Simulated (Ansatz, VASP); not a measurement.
**Cross-check of AgIr2 (Ir-Ag-Ir stack, (111) layers) between VASP and Ansatz**

Wanted: the spread between two codes on one cell, functional and k mesh. The cell is taken from a series of runs on this material, whose earlier steps may have relaxed, scaled, displaced or heated it; both programs get it as it stands.

Calculated with Ansatz 0.2.0; plane waves, with VASP 6.6.1 beside it; PBEsol.

**1. The structure**

The cell holds 3 atoms: 2 Ir and 1 Ag. Its edges and angles: a = 2.627 Å, b = 2.627 Å, c = 33.245 Å, α = 90.0°, β = 90.0°, γ = 120.0°. It derives from AgIr2. Vacuum lies along c.

Coordinates:

```xyz
3
Lattice="2.6266 0.0000 0.0000 -1.3133 2.2747 0.0000 0.0000 0.0000 33.2455" Properties=species:S:1:pos:R:3
Ir    2.6266    0.0000    5.4072
Ir    1.3133    0.7582   10.3155
Ag    0.0000    1.5164    7.8614
```

**2. VASP: zone-centre phonons, PBEsol**

Second derivatives magnify differences that forces hide, and they need a tight electronic threshold.

Lines of VASP's logs that name or quote its potential files are left out, and so is its time.

INCAR reads:

```
SYSTEM = AgIr2
PREC = Accurate
ENCUT = 500
EDIFF = 1E-08
NELM = 120
ISMEAR = 1
SIGMA = 0.2
LREAL = .FALSE.
ALGO = Normal
GGA = PS
NBANDS = 20
LASPH = .TRUE.
LORBIT = 11
LWAVE = .FALSE.
LCHARG = .FALSE.
ISIF = 2
IBRION = 8
GGA_COMPAT = .FALSE.
NELMDL = -8
KPAR = 2
```

POSCAR reads:

```
AgIr2
1.0
    2.6265679725     -0.0000026217      0.0000000000
   -1.3132817157      2.2746758998      0.0000000000
    0.0000000000      0.0000000000     33.2454533171
Ir Ag
2 1
Direct
    1.0000000000      0.0000000000      0.1626451090
    0.6666666666      0.3333333334      0.3102836206
    0.3333333333      0.6666666667      0.2364643648
```

KPOINTS reads:

```
Automatic mesh
0
Gamma
8 8 1
0 0 0
```

PAW data sets: Ir and Ag (PBE family, release 64).

Started as:

```bash
$ mpirun -np 2 vasp_std
```

Numbers of over 12 decimals in the logs are rounded to 6 here.

Output:

```text
[banner, memory and clock lines left out]
running    2 mpi-ranks, on    1 nodes
 distrk:  each k-point on    1 cores,    2 groups
 distr:  one band on    1 cores,    1 groups

 POSCAR found type information on POSCAR IrAg
 POSCAR found :  2 types and       3 ions
|                                                                             |
|               ----> ADVICE to this user running VASP <----                  |
|                                                                             |
|     You enforced a specific xc type in the INCAR file but a different       |
|     [... a line on the potential file left out ...]
|     I HOPE YOU KNOW WHAT YOU ARE DOING!                                     |
|                                                                             |

 LDA part: xc-table for (Slater+PW92), standard interpolation
 POSCAR, INCAR and KPOINTS ok, starting setup
 FFT: planning ... GRIDC
 FFT: planning ... GRID_SOFT
 FFT: planning ... GRID
 WAVECAR not read
 entering main loop
       N       E                     dE             d eps       ncg     rms          rms(c)
DAV:   1     0.228461387917E+03    0.22846E+03   -0.10846E+04   400   0.110E+03
DAV:   2    -0.478714186194E+01   -0.23325E+03   -0.21590E+03   480   0.307E+02
DAV:   3    -0.210770803113E+02   -0.16290E+02   -0.14993E+02   508   0.768E+01
DAV:   4    -0.217030917769E+02   -0.62601E+00   -0.58641E+00   504   0.151E+01
DAV:   5    -0.217179649176E+02   -0.14873E-01   -0.14861E-01   500   0.221E+00
DAV:   6    -0.217184330539E+02   -0.46814E-03   -0.46813E-03   580   0.323E-01
DAV:   7    -0.217184376967E+02   -0.46427E-05   -0.46428E-05   512   0.333E-02
DAV:   8    -0.217184378396E+02   -0.14295E-06   -0.14290E-06   580   0.542E-03    0.193E+01
DAV:   9    -0.202942716977E+02    0.14242E+01   -0.33254E+00   452   0.195E+01    0.915E+00
DAV:  10    -0.201633314167E+02    0.13094E+00   -0.55451E-01   528   0.716E+00    0.289E+00
DAV:  11    -0.201421225390E+02    0.21209E-01   -0.14032E-01   560   0.596E+00    0.123E+00
DAV:  12    -0.201343135697E+02    0.78090E-02   -0.32647E-02   468   0.281E+00    0.333E-01
DAV:  13    -0.201342076807E+02    0.10589E-03   -0.19346E-03   496   0.358E-01    0.613E-02
DAV:  14    -0.201341499169E+02    0.57764E-04   -0.12973E-04   492   0.909E-02    0.180E-02
[...]
DAV:  23    -0.201341752030E+02   -0.51866E-06   -0.34068E-09   324   0.201E-04    0.104E-04
DAV:  24    -0.201341764692E+02   -0.12663E-05   -0.36210E-08   324   0.487E-04    0.556E-05
DAV:  25    -0.201341768022E+02   -0.33294E-06   -0.62277E-09   324   0.271E-04    0.328E-05
DAV:  26    -0.201341769929E+02   -0.19075E-06   -0.18591E-09   296   0.123E-04    0.328E-05
DAV:  27    -0.201341770752E+02   -0.82242E-07   -0.89319E-10   284   0.914E-05    0.143E-05
DAV:  28    -0.201341771045E+02   -0.29311E-07   -0.11794E-10   284   0.564E-05    0.784E-06
DAV:  29    -0.201341771156E+02   -0.11094E-07   -0.21407E-11   260   0.414E-05    0.271E-06
DAV:  30    -0.201341771174E+02   -0.18290E-08    0.11084E-11   272   0.169E-05
   1 F= -.20134177E+02 E0= -.20132364E+02  d E =-.544008E-02
 Linear response reoptimize wavefunctions to high precision
DAV:   1    -0.201341771186E+02   -0.12278E-08    0.21156E-11   260   0.125E-05
DAV:   2    -0.201341771186E+02    0.14552E-10    0.20473E-11   296   0.654E-06
 Linear response DOF=           4
 Linear response progress:
  Degree of freedom:   1/  4
       N       E                     dE             d eps       ncg     rms          rms(c)
RMM:   1    -0.165617852200E+00   -0.16562E+00   -0.13547E-01  2213   0.252E+00
RMM:   2    -0.166050702388E+00   -0.43285E-03   -0.51065E-03  2018   0.465E-01    0.134E-01
RMM:   3    -0.165098347472E+00    0.95235E-03   -0.38256E-04  2010   0.129E-01    0.748E-02
RMM:   4    -0.164450885592E+00    0.64746E-03   -0.83793E-04  2257   0.156E-01    0.484E-02
RMM:   5    -0.164428230701E+00    0.22655E-04   -0.21053E-05  2181   0.346E-02    0.156E-02
RMM:   6    -0.164415016942E+00    0.13214E-04   -0.86808E-07  2051   0.644E-03    0.122E-02
RMM:   7    -0.164310804979E+00    0.10421E-03   -0.93217E-06  2392   0.179E-02    0.177E-03
RMM:   8    -0.164300733260E+00    0.10072E-04   -0.18182E-07  2195   0.297E-03    0.198E-03
RMM:   9    -0.164301032991E+00   -0.29973E-06   -0.18982E-08  2066   0.917E-04    0.511E-04
RMM:  10    -0.164301096407E+00   -0.63416E-07   -0.19612E-08  2175   0.802E-04    0.150E-04
RMM:  11    -0.164300510169E+00    0.58624E-06    0.21579E-09  2224   0.203E-04    0.368E-05
RMM:  12    -0.164300439475E+00    0.70693E-07    0.38415E-09  2211   0.510E-05    0.140E-05
RMM:  13    -0.164300387305E+00    0.52170E-07    0.15749E-09  2252   0.327E-05    0.624E-06
RMM:  14    -0.164300340392E+00    0.46913E-07   -0.94185E-10  2302   0.323E-05    0.134E-06
RMM:  15    -0.164300342273E+00   -0.18806E-08    0.67903E-10  1988   0.266E-05    0.883E-07
 first order change of Fermi-energy   0.32327E-03
 force on displaced ion       1 direction 1 :  -0.469  -0.000  -0.000
 Linear response progress:
  Degree of freedom:   2/  4
       N       E                     dE             d eps       ncg     rms          rms(c)
RMM:   1    -0.268781535373E+00   -0.26878E+00   -0.16594E-01   647   0.249E+00
RMM:   2    -0.266187922322E+00    0.25936E-02   -0.42137E-03   578   0.497E-01    0.188E-01
RMM:   3    -0.266277175478E+00   -0.89253E-04   -0.40916E-04   591   0.140E-01    0.183E-01
RMM:   4    -0.268044249995E+00   -0.17671E-02   -0.40988E-04   604   0.138E-01    0.377E-01
RMM:   5    -0.266611986901E+00    0.14323E-02   -0.59962E-04   689   0.146E-01    0.106E-01
RMM:   6    -0.266420997644E+00    0.19099E-03   -0.41793E-05   537   0.531E-02    0.235E-02
RMM:   7    -0.266379896849E+00    0.41101E-04   -0.11850E-05   607   0.197E-02    0.106E-02
RMM:   8    -0.266339596150E+00    0.40301E-04   -0.89488E-07   519   0.845E-03    0.201E-03
RMM:   9    -0.266320833096E+00    0.18763E-04   -0.26611E-07   628   0.346E-03    0.572E-04
RMM:  10    -0.266318177208E+00    0.26559E-05   -0.26186E-08   622   0.110E-03    0.260E-04
RMM:  11    -0.266314567170E+00    0.36100E-05   -0.31206E-09   653   0.353E-04    0.138E-04
RMM:  12    -0.266314213209E+00    0.35396E-06   -0.82925E-10   619   0.140E-04    0.463E-05
RMM:  13    -0.266313463478E+00    0.74973E-06   -0.17815E-09   649   0.131E-04    0.414E-05
RMM:  14    -0.266313360906E+00    0.10257E-06   -0.12696E-09   673   0.800E-05    0.373E-05
RMM:  15    -0.266313193952E+00    0.16695E-06   -0.78949E-10   658   0.705E-05    0.956E-06
RMM:  16    -0.266313138705E+00    0.55246E-07   -0.75197E-10   693   0.460E-05    0.675E-06
RMM:  17    -0.266313151206E+00   -0.12501E-07   -0.26677E-10   672   0.311E-05    0.587E-06
RMM:  18    -0.266313159995E+00   -0.87887E-08    0.76877E-10   681   0.342E-05    0.158E-06
 first order change of Fermi-energy   0.35909E+00
 force on displaced ion       1 direction 3 :   0.000  -0.000  -4.334
 Linear response progress:
  Degree of freedom:   3/  4
       N       E                     dE             d eps       ncg     rms          rms(c)
RMM:   1    -0.281193589447E+00   -0.28119E+00   -0.19875E-01  1408   0.324E+00
RMM:   2    -0.278709604252E+00    0.24840E-02   -0.21775E-03  1214   0.450E-01    0.859E-02
RMM:   3    -0.278161849588E+00    0.54775E-03   -0.22751E-04  1267   0.102E-01    0.466E-02
RMM:   4    -0.277736185104E+00    0.42566E-03   -0.37171E-04  1273   0.107E-01    0.885E-03
RMM:   5    -0.277707941886E+00    0.28243E-04   -0.56182E-06  1306   0.188E-02    0.427E-03
RMM:   6    -0.277613360585E+00    0.94581E-04   -0.40728E-07  1321   0.373E-03    0.820E-04
RMM:   7    -0.277604672629E+00    0.86880E-05   -0.28200E-08  1315   0.108E-03    0.153E-04
RMM:   8    -0.277603649189E+00    0.10234E-05   -0.18444E-09  1352   0.281E-04    0.640E-05
RMM:   9    -0.277602429438E+00    0.12198E-05   -0.92400E-10  1356   0.104E-04    0.149E-05
RMM:  10    -0.277602470202E+00   -0.40764E-07   -0.13879E-09  1375   0.300E-05    0.513E-06
RMM:  11    -0.277602490139E+00   -0.19937E-07   -0.31973E-10  1381   0.137E-05    0.156E-06
RMM:  12    -0.277602496704E+00   -0.65643E-08   -0.12504E-10  1150   0.893E-06    0.657E-07
 first order change of Fermi-energy  -0.15188E-02
 force on displaced ion       3 direction 1 :  -1.283   0.000   0.000
 Linear response progress:
  Degree of freedom:   4/  4
       N       E                     dE             d eps       ncg     rms          rms(c)
RMM:   1    -0.358592320404E+00   -0.35859E+00   -0.20889E-01   732   0.349E+00
RMM:   2    -0.352877306408E+00    0.57150E-02   -0.38058E-03   570   0.564E-01    0.161E-01
RMM:   3    -0.354977982516E+00   -0.21007E-02    0.14176E-04   545   0.175E-01    0.399E-01
RMM:   4    -0.354085972746E+00    0.89201E-03    0.50125E-05   548   0.190E-01    0.354E-01
RMM:   5    -0.352734019116E+00    0.13520E-02   -0.26798E-04   586   0.125E-01    0.475E-02
RMM:   6    -0.352692360373E+00    0.41659E-04   -0.20499E-05   559   0.383E-02    0.821E-03
RMM:   7    -0.352681906190E+00    0.10454E-04   -0.28193E-06   616   0.102E-02    0.857E-03
RMM:   8    -0.352660739904E+00    0.21166E-04   -0.13631E-06   618   0.761E-03    0.587E-04
RMM:   9    -0.352657247238E+00    0.34927E-05   -0.44267E-08   638   0.172E-03    0.326E-04
RMM:  10    -0.352655484423E+00    0.17628E-05   -0.80361E-09   635   0.449E-04    0.187E-04
RMM:  11    -0.352654837773E+00    0.64665E-06   -0.81933E-10   580   0.174E-04    0.773E-05
RMM:  12    -0.352654416171E+00    0.42160E-06   -0.16766E-09   656   0.127E-04    0.723E-05
RMM:  13    -0.352654236731E+00    0.17944E-06   -0.19055E-09   661   0.109E-04    0.290E-05
RMM:  14    -0.352654541036E+00   -0.30430E-06   -0.46387E-09   645   0.119E-04    0.325E-05
RMM:  15    -0.352654536618E+00    0.44187E-08   -0.84346E-10   683   0.504E-05    0.128E-05
 first order change of Fermi-energy   0.98745E-02
 force on displaced ion       3 direction 3 :  -0.000   0.000  -8.618
 Linear response finished
```

Parts of OUTCAR (step 2):

```text
ion  position               nearest neighbor table
   1  0.000  0.000  0.163-   3 2.88   3 2.88   3 2.88
   2  0.667  0.333  0.310-   3 2.88   3 2.88   3 2.88
   3  0.333  0.667  0.236-   1 2.88   2 2.88   1 2.88   2 2.88   1 2.88   2 2.88

  LATTYP: Found a hexagonal cell.
 ALAT       =     2.6265679725
 C/A-ratio  =    12.6573740581

 Subroutine GETGRP returns: Found 12 space group operations
 (whereof  6 operations were pure point group operations)

The static configuration has the point symmetry C_3v.
 The point group associated with its full space group is D_3d.

 Found     10 irreducible k-points:

   k-points           NKPTS =     10   k-points in BZ     NKDIM =     10   number of bands    NBANDS=     20

   dimension x,y,z NGX =    20 NGY =   20 NGZ =  250
   dimension x,y,z NGXF=    40 NGYF=   40 NGZF=  500

   ENCUT  =  500.0 eV  36.75 Ry    6.06 a.u.   4.79  4.79 60.61*2*pi/ulx,y,z

   NELECT =      29.0000    total number of electrons

 k-points in reciprocal lattice and weights: Automatic mesh
   0.00000000  0.00000000  0.00000000       0.016
   0.12500000 -0.00000000  0.00000000       0.094
   0.25000000 -0.00000000  0.00000000       0.094
   0.37500000 -0.00000000  0.00000000       0.094
   0.50000000 -0.00000000  0.00000000       0.047
   0.12500000  0.12500000  0.00000000       0.094
   0.25000000  0.12500000  0.00000000       0.188
   0.37500000  0.12500000  0.00000000       0.188
   0.25000000  0.25000000  0.00000000       0.094
   0.37500000  0.25000000  0.00000000       0.094

 average (electrostatic) potential at core
       1 -60.5107       2 -60.5107       3 -81.4794

  Total        0.6694132      0.6694132     -0.9175805      0.0000000      0.0000000     -0.0000000
  in kB        5.3996382      5.3996382     -7.4014124      0.0000000      0.0000000     -0.0000000
  external PRESSURE =       1.1326213 kB  Pullay stress =       0.0000000 kB

  energy-cutoff  :      500.00
  volume of cell :      198.63
      direct lattice vectors                 reciprocal lattice vectors
     2.626567973 -0.000002622  0.000000000     0.380725185  0.219811281  0.000000000
    -1.313281716  2.274675900  0.000000000     0.000000439  0.439623322  0.000000000
     0.000000000  0.000000000 33.245453317     0.000000000  0.000000000  0.030079301

 POSITION                                       TOTAL-FORCE (eV/Angst)
 -----------------------------------------------------------------------------------
      0.00000      0.00000      5.40721        -0.000000     -0.000000      0.181778
      1.31328      0.75822     10.31552         0.000000     -0.000000     -0.181778
      0.00000      1.51645      7.86137        -0.000000      0.000000      0.000000
 -----------------------------------------------------------------------------------
    total drift:                               -0.000000      0.000000      0.000059

 Eigenvectors and eigenvalues of the dynamical matrix
 ----------------------------------------------------

   1 f  =    4.999366 THz    31.411940 2PiTHz  166.760886 cm-1    20.675705 meV
             X         Y         Z           dx          dy          dz
      0.000000  0.000000  5.407210     0.000000    0.000000   -0.330713
      1.313285  0.758224 10.315520     0.000000    0.000000   -0.330713
      0.000002  1.516450  7.861365    -0.000000   -0.000000    0.883888

   2 f  =    2.356563 THz    14.806722 2PiTHz   78.606483 cm-1     9.745957 meV
             X         Y         Z           dx          dy          dz
      0.000000  0.000000  5.407210    -0.000000    0.000000    0.707107
      1.313285  0.758224 10.315520    -0.000000   -0.000000   -0.707107
      0.000002  1.516450  7.861365     0.000000    0.000000   -0.000000

   3 f  =    1.926750 THz    12.106127 2PiTHz   64.269459 cm-1     7.968394 meV
             X         Y         Z           dx          dy          dz
      0.000000  0.000000  5.407210    -0.234946   -0.230892   -0.000000
      1.313285  0.758224 10.315520    -0.234946   -0.230892    0.000000
      0.000002  1.516450  7.861365     0.631112    0.620223    0.000000

   4 f  =    1.926750 THz    12.106127 2PiTHz   64.269459 cm-1     7.968394 meV
             X         Y         Z           dx          dy          dz
      0.000000  0.000000  5.407210    -0.230892    0.234946   -0.000000
      1.313285  0.758224 10.315520    -0.230892    0.234946   -0.000000
      0.000002  1.516450  7.861365     0.620223   -0.631112   -0.000000

   5 f  =    0.622194 THz     3.909363 2PiTHz   20.754173 cm-1     2.573188 meV
             X         Y         Z           dx          dy          dz
      0.000000  0.000000  5.407210    -0.504329   -0.495633    0.000000
      1.313285  0.758224 10.315520     0.504329    0.495633   -0.000000
      0.000002  1.516450  7.861365    -0.000000    0.000000    0.000000

   6 f  =    0.622194 THz     3.909363 2PiTHz   20.754173 cm-1     2.573188 meV
             X         Y         Z           dx          dy          dz
      0.000000  0.000000  5.407210    -0.495633    0.504329   -0.000000
      1.313285  0.758224 10.315520     0.495633   -0.504329    0.000000
      0.000002  1.516450  7.861365     0.000000   -0.000000   -0.000000

   7 f/i=    0.002203 THz     0.013840 2PiTHz    0.073473 cm-1     0.009109 meV
             X         Y         Z           dx          dy          dz
      0.000000  0.000000  5.407210    -0.000000   -0.000000   -0.625003
      1.313285  0.758224 10.315520    -0.000000   -0.000000   -0.625003
      0.000002  1.516450  7.861365    -0.000000   -0.000000   -0.467699

   8 f/i=    0.004864 THz     0.030565 2PiTHz    0.162262 cm-1     0.020118 meV
             X         Y         Z           dx          dy          dz
      0.000000  0.000000  5.407210    -0.499750    0.376483   -0.000000
      1.313285  0.758224 10.315520    -0.499750    0.376483   -0.000000
      0.000002  1.516450  7.861365    -0.372087    0.280309   -0.000000

   9 f/i=    0.004864 THz     0.030565 2PiTHz    0.162262 cm-1     0.020118 meV
             X         Y         Z           dx          dy          dz
      0.000000  0.000000  5.407210    -0.376483   -0.499750    0.000000
      1.313285  0.758224 10.315520    -0.376483   -0.499750    0.000000
      0.000002  1.516450  7.861365    -0.280309   -0.372087    0.000000

 ELASTIC MODULI CONTR FROM IONIC RELAXATION (kBar)
 Direction    XX          YY          ZZ          XY          YZ          ZX
 --------------------------------------------------------------------------------
 XX        -108.2350    -73.0081   -199.7122     -0.0000     36.6978     -0.0001
 YY         -73.0081   -108.2350   -199.7122     -0.0000    -36.6978      0.0001
 ZZ        -199.7122   -199.7122   -440.1268     -0.0000      0.0000      0.0000
 XY          -0.0000     -0.0000     -0.0000    -17.6135     -0.0001    -42.3938
 YZ          36.6978    -36.6978      0.0000     -0.0001    -76.4603      0.0000
 ZX          -0.0001      0.0001      0.0000    -42.3938      0.0000   -102.0375
 --------------------------------------------------------------------------------
```

This run has no spin polarisation. Its electron count is odd, so without a moment it is a metal by construction.

(Continued in part 2 of 2.)

[Lines on the potential files, build, host, timing and source positions are cut from VASP's logs without a mark.]

[Logs are printed without paths, hosts, clocks, repeated set-up lines and the standing remarks that a program may print on its own settings, such as how far it seeks lower states.]

[Hosts, paths, dates, database ids (printed as entryN), source tags and the programs' standing remarks are cut or masked in the printed files.]
